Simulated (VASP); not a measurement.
The system is Ge.

```
Ge
1.0
     0.00000    2.82891    2.82891
     2.82891    0.00000    2.82891
     2.82891    2.82891    0.00000
Ge
2
Direct
  0.00000 0.00000 0.00000
  0.25000 0.25000 0.25000
```

Program: VASP 6.6.1. Alike in all runs: task single point; potentials or basis VASP PAW PBE potentials, release 64 (Ge_d); no spin polarisation; cell as given; cutoff (eV) 520; smearing fermi-dirac 0.05 eV.

Q: Order these runs on this cell by their band gap on the k mesh, lowest first.
A. level r2SCAN; k mesh 9 × 9 × 9
B. level PBEsol; k mesh 9 × 9 × 9
C. level HSE06; k mesh 5 × 5 × 5; grid for exact exchange (PRECFOCK) Fast; screening parameter 0.2 1/A

A: B (metal), A (0.40 eV), C (0.93 eV).

Caveats: an odd mesh through Γ misses points on the zone boundary, where band edges often lie (some runs); this crystal is a semiconductor, whose small gap the functional closes, so the metal is an error of the method (some runs).
